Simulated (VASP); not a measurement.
Here is the system:

```
CELL_PARAMETERS angstrom
      3.14227    -2.29632     0.00000
      3.14227     2.29632     0.00000
     -1.14053     0.00000     6.78642
ATOMIC_POSITIONS crystal
  La 0.00000 0.50000 0.00000
  La 0.50000 0.00000 0.50000
  N  0.58160 0.41840 0.25000
  N  0.41840 0.58160 0.75000
```

Method: PBE GGA, VASP's PBE PAW potentials (set 64) (plane waves; VASP 6.6.1). Settings: 275 eV cut-off, 6×6×3 Γ-centred mesh, Gaussian smearing of 0.050 eV, potentials La N.

At this cut-off the stress carries a Pulay error, which pulls relaxed volumes low.

**Question.** Give the force on each atom (eV/Å).

**Answer.** 
| atom | Fx | Fy | Fz |
|---|---|---|---|
| La1 | 0.000 | 0.000 | 0.000 |
| La2 | 0.000 | 0.000 | 0.000 |
| N3 | 0.000 | -0.194 | 0.000 |
| N4 | 0.000 | 0.194 | 0.000 |

**Question.** Give the stress tensor in GPa (positive for a compressed cell).

**Answer.** 
```
-20.46    0.00    1.36
  0.00  -25.54    0.00
  1.36    0.00  -26.35
```
The pressure is its mean diagonal, -24.12 GPa.

The structure was generated: LaN was put into the tenorite type (C2/c), which need not be its known phase. The cell was not relaxed at this level. The run is one of a series of settings (ENCUT = 275 against the base run), some of them coarse on purpose.
